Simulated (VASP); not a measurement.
Consider the following.

```yaml
crystal:
  lattice:
    - [0.00000, 2.85992, 2.85992]
    - [2.85992, 0.00000, 2.85992]
    - [2.85992, 2.85992, 0.00000]
  atoms:
    - { symbol: Be, position: [0.00000, 0.00000, 0.00000] }
    - { symbol: Te, position: [0.25000, 0.25000, 0.25000] }
```

These are RPBE GGA, VASP's PBE PAW potentials (set 64) (plane waves; VASP) values and carry that method's errors. Settings: 520 eV cut-off, Gaussian smearing of 0.050 eV, potentials Be Te.

Unless said otherwise, spin-orbit coupling is left out, though it shifts the bands of the heavy elements here.

Problem. Give the energies of bands 2 to 7 at the high-symmetry points, in eV from the valence-band maximum.

Solution. 
| band | Γ | X | U | L | W |
|---|---|---|---|---|---|
| 2 | 0.00 | -4.87 | -4.55 | -5.23 | -4.40 |
| 3 | 0.00 | -2.47 | -3.60 | -1.05 | -3.43 |
| 4 | 0.00 | -2.47 | -2.08 | -1.05 | -2.96 |
| 5 | 3.58 | 2.18 | 2.84 | 3.00 | 5.35 |
| 6 | 3.67 | 2.77 | 5.28 | 4.64 | 5.51 |
| 7 | 3.67 | 9.47 | 7.74 | 4.64 | 5.66 |

The gap is indirect, 2.18 eV, from the valence maximum at Γ to the conduction minimum at X.

Measured: gap 2.80 eV (computed value off by -0.62 eV), as given by Das et al., (2018), arXiv:1807.05623.

The compound is BeTe in the zinc blende structure. It was relaxed first.
